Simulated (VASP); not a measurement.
Data:

```yaml
crystal:
  lattice:
    - [3.92411, 0.00000, 0.00000]
    - [-1.96205, 3.39838, 0.00000]
    - [0.00000, 0.00000, 6.97490]
  atoms:
    - { symbol: Ga, position: [0.00000, 0.00000, 0.00000] }
    - { symbol: Ga, position: [0.00000, 0.00000, 0.50000] }
    - { symbol: Sb, position: [0.33333, 0.66667, 0.25000] }
    - { symbol: Sb, position: [0.66667, 0.33333, 0.75000] }
```

These are PBEsol GGA, VASP's PBE PAW potentials (set 64) (plane waves; VASP) values and carry that method's errors. Numerical set-up: 400 eV cut-off, Gaussian smearing of 0.050 eV, potentials Ga_d Sb.

Question: Give the energies of bands 13 to 21 at the high-symmetry points, in eV from the Fermi level.

Answer: 
```
band      Γ      M      K      A      L      H
----  -----  -----  -----  -----  -----  -----
13    -7.78  -6.39  -7.36  -4.91  -6.77  -6.57
14    -0.50  -5.04  -4.38  -4.91  -6.77  -6.57
15    -0.34  -4.78  -4.00   0.71  -1.71  -4.39
16     0.37  -3.91  -3.13   0.71  -1.71  -4.39
17     0.37  -2.04  -3.13   0.71  -1.20  -0.28
18     1.01   0.57  -2.81   0.71  -1.20  -0.28
19     1.01   1.10  -2.81   2.29  -1.18  -0.23
20     3.19   1.18   4.47   2.29  -1.18  -0.23
21     3.98   2.35   4.69   4.00   2.91   1.87
```

It has no gap at this level: it comes out as a metal or semimetal.

The structure was generated: GaSb was put into the NiAs type type (P6_3/mmc), which need not be its known phase. It was relaxed first, which changed the volume by +7 %.
